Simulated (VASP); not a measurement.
Data:

```
C
1.0
    0.00000     1.78672     1.78672
    1.78672     0.00000     1.78672
    1.78672     1.78672     0.00000
C
2
Direct
  0.00000   0.00000   0.00000
  0.25000   0.25000   0.25000
```

All values below come from B3LYP hybrid, VASP's PBE PAW potentials (set 64) (plane waves; VASP). Run with 520 eV cut-off, 10×10×10 Γ-centred mesh, Gaussian smearing of 0.050 eV, potentials C.

Give the stress tensor in GPa (positive for a compressed cell).

```
-1.16   0.00   0.00
 0.00  -1.16   0.00
 0.00   0.00  -1.16
```
The pressure is its mean diagonal, -1.16 GPa.

The compound is C in the diamond structure. It was relaxed first. The cell's shape comes from a PBE relaxation.
